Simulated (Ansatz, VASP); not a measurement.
# Cross-check of ReS2 between VASP and Ansatz

Aim: how closely do two programs agree when they are given the same cell, functional and k mesh? The structure shown is the end of the Ansatz relaxation below.

Method: plane waves, with VASP 6.6.1 beside it; single point at LDA, in Ansatz 0.2.0.

## Step 1: Starting point

The cell holds 24 atoms: 8 Re and 16 S. Its edges and angles: a = 6.286 Å, b = 6.389 Å, c = 12.246 Å, α = 75.8°, β = 89.6°, γ = 61.2°.

## Step 2: Ansatz: relaxation, LDA

Ansatz runs on its default PAW (the set named soft_2) files.

This run makes the geometry at which the two programs are then compared.

input.yaml reads:

```yaml
crystal:
  lattice:
    - [6.2989537799, -0.00646894, -0.0061714448]
    - [3.087508251, 5.6095758075, 0.0084334608]
    - [0.112720449, 3.3474939886, 12.0062539056]
  atoms:
    - { symbol: Re, position: [0.1875100997, 0.0651749851, 0.2459762644] }
    - { symbol: Re, position: [0.3124637612, 0.434739391, 0.2540115758] }
    - { symbol: Re, position: [0.761731171, 0.0364124181, 0.2487564653] }
    - { symbol: Re, position: [0.6875362388, 0.565260609, 0.7459884242] }
    - { symbol: Re, position: [0.8124899003, 0.9348250149, 0.7540237356] }
    - { symbol: Re, position: [0.2617566349, 0.5364951982, 0.7487693656] }
    - { symbol: Re, position: [0.7382433651, 0.4635048018, 0.2512306344] }
    - { symbol: Re, position: [0.238268829, 0.9635875819, 0.7512435347] }
    - { symbol: S, position: [0.9062849715, 0.7128833878, 0.1521538372] }
    - { symbol: S, position: [0.6014588571, 0.7791565756, 0.8796751717] }
    - { symbol: S, position: [0.3640402707, 0.7527491867, 0.1385837188] }
    - { symbol: S, position: [0.1446811686, 0.7217048739, 0.8943923913] }
    - { symbol: S, position: [0.3553470861, 0.7783724024, 0.6056207948] }
    - { symbol: S, position: [0.135933882, 0.7471647778, 0.3614074152] }
    - { symbol: S, position: [0.6359597293, 0.2472508133, 0.8614162812] }
    - { symbol: S, position: [0.864066118, 0.2528352222, 0.6385925848] }
    - { symbol: S, position: [0.101423838, 0.2790806017, 0.3796591661] }
    - { symbol: S, position: [0.5936918728, 0.787028944, 0.3478334048] }
    - { symbol: S, position: [0.0937150285, 0.2871166122, 0.8478461628] }
    - { symbol: S, position: [0.4063081272, 0.212971056, 0.6521665952] }
    - { symbol: S, position: [0.8553188314, 0.2782951261, 0.1056076087] }
    - { symbol: S, position: [0.6446529139, 0.2216275976, 0.3943792052] }
    - { symbol: S, position: [0.3985411429, 0.2208434244, 0.1203248283] }
    - { symbol: S, position: [0.898576162, 0.7209193983, 0.6203408339] }
kpoints:
  mp_grid: { grid: [6, 6, 2] }
hamiltonian:
  xc: lda
scf:
  occupations: { method: fermi_dirac, width: 0.02 }
relax:
  f_tol: 0.003
  max_steps: 90
  cell: { p_target: 0.98, stress_tol: 0.01 }
basis:
  ecutwfc: 550.0
```

Command:

```
> ansatz run input.yaml --threads 3 --pin off --max-ram 92160MiB --backend cuda --events-out ev --progress --plain --runs-dir out --devices 1 --max-vram 13GiB
```

Numbers of over 12 decimals in the logs are rounded to 6 here.

The program printed:

```text
GPUs: using 1 of 1 available (devices: 1).
Engine: ansatz 0.2.0, x86_64-unknown-linux-gnu
Pseudopotentials: kind: paw
Pseudopotential: Re, paw, valence charge 15, recommended cutoff 420 eV (normal), Re.paw.azcp
Pseudopotential: S, paw, valence charge 6, recommended cutoff 420 eV (normal), S.paw.azcp
Functional definition: SPW92
  exchange = slater_x
  correlation = pw_c
device memory: the entry about to start is reckoned to put 7.6 GiB on a device that reports 38.6 GiB free (of which the cap on the GPU budget leaves the run 13.0 GiB)
GPU FFT provider: cuFFT
GPU libraries: cuBLAS 13.8.2, cuFFT 12.4.0, cuSOLVER 12.3.4
Crystal: 24 atoms, lattice volume = 424.237 Å³
Basis set: ecut = 550 eV, 12393 PW (Γ)
Bands: 132, of which v1, the nominal top of the filled ones, is band 108 counted from 1 (107 counted from 0)
Symmetry: 2 space group operations
Space group: P-1 (ITA 2), of the structure as read, at distance tolerance 7.5e-5 Å
k-points: 40 of 72
Non-local potential: Re, projectors of the file, l = 0: 3, l = 1: 2, l = 2: 2, l = 3: 1
Non-local potential: S, projectors of the file, l = 0: 2, l = 1: 2, l = 2: 2
PAW form: soft (Blöchl's): semilocal exchange-correlation on the pseudo side does not see the compensation charge
PAW frozen core: Re, regenerated for the run's functional, and the local potential with it (the file was generated under x = pbe(κ = 0.804, μ = 0.219515), c = pbe(β = 0.066725))
PAW frozen core: S, regenerated for the run's functional, and the local potential with it (the file was generated under x = pbe(κ = 0.804, μ = 0.219515), c = pbe(β = 0.066725))
PAW one-centre angular grid: Re, 590 points (default); XC on 64 Gauss nodes
PAW one-centre angular grid: S, 110 points (default); XC on 64 Gauss nodes
Initial density: superposition of atomic densities (neutral atoms: chi_scale 0, normalization atom), corrected by the library's trained network
Initial wavefunctions: pseudopotential atomic-orbital guess
GPU buffer pool allocated for 240000 grid points (all kernels)
GPU transforms: local potential and band sums: pruned to the plane-wave sphere, on 50×50×96
Functional: x = slater, c = lda
SCF iter   1: F=—  HF=-98789.471203 eV  |F-HF|=—  |Δ(HF+E_count)|=         —  Δρ=9.47e-3  dr2=3.68e-1  ethr=1.77e-3  ⟨swp⟩=6.2  Hψ=20595  notcnv=0  defer=9
preconditioner: auto → Resta (q_TF=auto, 2.438 Å⁻¹)  ε∞=8.4  [insulator: Δε(μ)=1.162 eV  Ē_g=8.192 eV  σ=0.020 eV  W_gap=1.00  n_scr=108 (ndim 8)  ℏωp=22.2 eV  f_vac=0.026  D(μ)=0.00/eV (n_scr^D=0)  ε∞_Penn≈8.4]
SCF iter   2: F=—  HF=-98789.428851 eV  |F-HF|=—  |Δ(HF+E_count)|=   4.24e-2  Δρ=4.60e-3  dr2=3.78e-2  ethr=1.71e-4  ⟨swp⟩=2.6  Hψ=7593  notcnv=0  defer=707
SCF iter   3: F=—  HF=-98789.425938 eV  |F-HF|=—  |Δ(HF+E_count)|=   2.91e-3  Δρ=2.42e-3  dr2=1.08e-2  ethr=1.75e-5  ⟨swp⟩=2.0  Hψ=6597  notcnv=0  defer=707
SCF iter   4: F=—  HF=-98789.426383 eV  |F-HF|=—  |Δ(HF+E_count)|=   4.45e-4  Δρ=8.24e-4  dr2=6.81e-3  ethr=5.02e-6  ⟨swp⟩=2.0  Hψ=6962  notcnv=0  defer=707
SCF iter   5: F=—  HF=-98789.425974 eV  |F-HF|=—  |Δ(HF+E_count)|=   4.09e-4  Δρ=1.91e-4  dr2=3.40e-4  ethr=3.15e-6  ⟨swp⟩=2.0  Hψ=6723  notcnv=0  defer=707
SCF iter   6: F=—  HF=-98789.424833 eV  |F-HF|=—  |Δ(HF+E_count)|=   1.14e-3  Δρ=5.08e-5  dr2=1.88e-5  ethr=1.57e-7  ⟨swp⟩=2.0  Hψ=7240  notcnv=0  defer=707
SCF iter   7: F=—  HF=-98789.425060 eV  |F-HF|=—  |Δ(HF+E_count)|=   2.27e-4  Δρ=1.93e-5  dr2=2.42e-6  ethr=8.71e-9  ⟨swp⟩=2.5  Hψ=7977  notcnv=0  defer=707
SCF iter   8: F=—  HF=-98789.425060 eV  |F-HF|=—  |Δ(HF+E_count)|=   2.46e-7  Δρ=5.57e-6  dr2=1.99e-7  ethr=1.12e-9  ⟨swp⟩=2.0  Hψ=7550  notcnv=0  defer=707
SCF iter   9: F=-98789.425060 eV  HF=-98789.425060 eV  |F-HF|=1.55e-8  |Δ(HF+E_count)|=   1.80e-8  Δρ=2.29e-6  dr2=3.66e-8  ethr=4.63e-11  ⟨swp⟩=4.0  Hψ=17048  notcnv=0
SCF 1 converged in 9 iterations: F = -98789.425060 eV  dr2 = 3.66e-8
  greatest PAW one-centre occupation: 0.999 electrons in one spin orbital (limit 2), on the Re atom at site 6 (counted from 0), in its partial waves of l = 0
relax step   1: F+E_penalty+E_count = -98789.42506014 eV  Δ(F+E_penalty+E_count) = +0.000e0 eV  max|allowed force component| = 4.395e-3 eV/Å  Δτ_max = 0.0000 Å  P = -0.017 GPa  Ω = 424.237 Å³  (9 SCF iters, dr2 threshold 1.00e-7 eV, accepted)
device memory: the entry about to start is reckoned to put 6.6 GiB (of the 7.6 GiB reckoned in all, the device holds 1.0 GiB already) on a device that reports 39.1 GiB free (of which the cap on the GPU budget leaves the run 12.0 GiB)
GPU FFT provider: cuFFT
GPU libraries: cuBLAS 13.8.2, cuFFT 12.4.0, cuSOLVER 12.3.4
Crystal: 24 atoms, lattice volume = 400.327 Å³
Basis set: ecut = 550 eV, 11703 PW (Γ)
Initial density: handed on by an earlier stage of this run
Initial wavefunctions: those handed on with the density
GPU buffer pool allocated for 240000 grid points (all kernels)
GPU transforms: local potential and band sums: pruned to the plane-wave sphere, on 50×50×96
[...]
atom   7  Re     0.00098199    -0.00038606    -0.00009154
  atom   8  Re     0.00090894    -0.00030751    -0.00012210
  atom   9  S     -0.00071005    -0.00017719     0.00185273
  atom  10  S      0.00099940     0.00046823     0.00048893
  atom  11  S      0.00004763     0.00094173     0.00052994
  atom  12  S     -0.00063828     0.00002533    -0.00035833
  atom  13  S      0.00069554    -0.00010662     0.00036125
  atom  14  S     -0.00004936    -0.00088137    -0.00061219
  atom  15  S     -0.00004763    -0.00094173    -0.00052994
  atom  16  S      0.00004936     0.00088137     0.00061219
  atom  17  S      0.00103255     0.00051767     0.00051589
  atom  18  S      0.00072911     0.00024858    -0.00202686
  atom  19  S      0.00071005     0.00017719    -0.00185273
  atom  20  S     -0.00072911    -0.00024858     0.00202686
  atom  21  S      0.00063828    -0.00002533     0.00035833
  atom  22  S     -0.00069554     0.00010662    -0.00036125
  atom  23  S     -0.00099940    -0.00046823    -0.00048893
  atom  24  S     -0.00103255    -0.00051767    -0.00051589
  max |Σ_I F_I| component: 2.17e-19 eV/Å
--- Stress (GPa, compression-positive) ---
        0.980621      -0.002595       0.001257
       -0.002595       0.972916      -0.003029
        0.001257      -0.003029       0.976155
  P = ⅓ Tr σ = 0.9766 GPa (9.766 kbar)
--- Band table (eV; the first three rows and the last of 40) ---
  k-point 0: bands = [... 104 lower, 11.0061, 11.0073, 11.1418, 11.4003, 12.5740, 12.8099, 13.2523, 13.3038, ... 20 higher]
  k-point 1: bands = [... 104 lower, 10.9462, 10.9463, 11.3420, 11.3420, 12.6908, 12.6908, 13.2831, 13.2831, ... 20 higher]
  k-point 2: bands = [... 104 lower, 11.0046, 11.0251, 11.1358, 11.2792, 12.7922, 12.8026, 13.1962, 13.3469, ... 20 higher]
  k-point 39: bands = [... 104 lower, 10.7628, 10.7628, 10.8925, 10.8925, 12.8453, 12.8453, 13.0063, 13.0063, ... 20 higher]
--- Relaxed structure (6 steps of the walk, 4 accepted, 1 SCFs on fresh bases) ---
  F+E_penalty+E_count = -98789.39678605 eV   max|allowed force component| = 2.027e-3 eV/Å   (the final SCF, on the basis selected at the relaxed cell)
  cell:  # Å, volume = 414.2962 Å³
    - [6.286295, -0.00715313, -0.00951389]
    - [3.080682, 5.597422, 0.013059]
    - [0.105542, 3.354300, 11.777196]
  atoms:
    - { symbol: Re, position: [0.187738, 0.065119, 0.246105] }
    - { symbol: Re, position: [0.312271, 0.434864, 0.253898] }
    - { symbol: Re, position: [0.761810, 0.036273, 0.248755] }
    - { symbol: Re, position: [0.687729, 0.565136, 0.746102] }
    - { symbol: Re, position: [0.812262, 0.934881, 0.753895] }
    - { symbol: Re, position: [0.261802, 0.536291, 0.748752] }
    - { symbol: Re, position: [0.738198, 0.463709, 0.251248] }
    - { symbol: Re, position: [0.238190, 0.963727, 0.751245] }
    - { symbol: S, position: [0.905077, 0.714887, 0.149943] }
    - { symbol: S, position: [0.602339, 0.777891, 0.882219] }
    - { symbol: S, position: [0.362842, 0.755083, 0.136351] }
    - { symbol: S, position: [0.145721, 0.719443, 0.897137] }
    - { symbol: S, position: [0.354269, 0.780576, 0.602860] }
    - { symbol: S, position: [0.137167, 0.744899, 0.363653] }
    - { symbol: S, position: [0.637158, 0.244917, 0.863649] }
    - { symbol: S, position: [0.862833, 0.255101, 0.636347] }
    - { symbol: S, position: [0.102347, 0.277874, 0.382222] }
    - { symbol: S, position: [0.594932, 0.785094, 0.350062] }
    - { symbol: S, position: [0.094923, 0.285113, 0.850057] }
    - { symbol: S, position: [0.405068, 0.214906, 0.649938] }
    - { symbol: S, position: [0.854279, 0.280557, 0.102863] }
    - { symbol: S, position: [0.645731, 0.219424, 0.397140] }
    - { symbol: S, position: [0.397661, 0.222109, 0.117781] }
    - { symbol: S, position: [0.897653, 0.722126, 0.617778] }
```

In the SCF lines HF is the Harris–Foulkes energy and dr2 the Hartree energy of the density residual, in eV; the loop may stop once dr2 is under the threshold and the program's other checks hold. Hψ counts applications of the Hamiltonian.

(Continued in part 2 of 2.)

[Lines on the potential files, build, host, timing and source positions are cut from VASP's logs without a mark.]

[Logs are printed without paths, hosts, clocks, repeated set-up lines and the standing remarks that a program may print on its own settings, such as how far it seeks lower states.]

[Hosts, paths, dates, database ids (printed as entryN), source tags and the programs' standing remarks are cut or masked in the printed files.]
